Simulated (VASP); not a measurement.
Here is the system:

```
CsPbBr3
1.0
    5.94863     0.00000     0.00000
    0.00000     5.94863     0.00000
    0.00000     0.00000     5.94863
Cs Pb Br
1 1 3
Direct
  0.00000   0.00000   0.00000
  0.50000   0.50000   0.50000
  0.50000   0.50000   0.00000
  0.00000   0.50000   0.50000
  0.50000   0.00000   0.50000
```

Computed with PBE GGA, VASP's PBE PAW potentials (set 64) (plane waves; VASP 6.6.1). Settings: 300 eV cut-off, 4×4×4 Γ-centred mesh, Gaussian smearing of 0.010 eV, potentials Cs_sv Pb_d Br.

Unless said otherwise, spin-orbit coupling is left out, though it shifts the bands of the heavy elements here.

Problem. Predict the energy per atom (σ→0), band gap (on the k-mesh) with the smallest direct gap where there is one.

Solution. 
| Item | Result |
|---|---|
| band gap (on the k-mesh) | 1.68 eV |
| smallest direct gap (on the k-mesh) | 1.68 eV |
| energy per atom (σ→0) | -3.172 eV/atom |

The structure comes from a computed database's CsPbBr3 entry; how it stands against other phases isn't given here. The cell was not relaxed at this level.
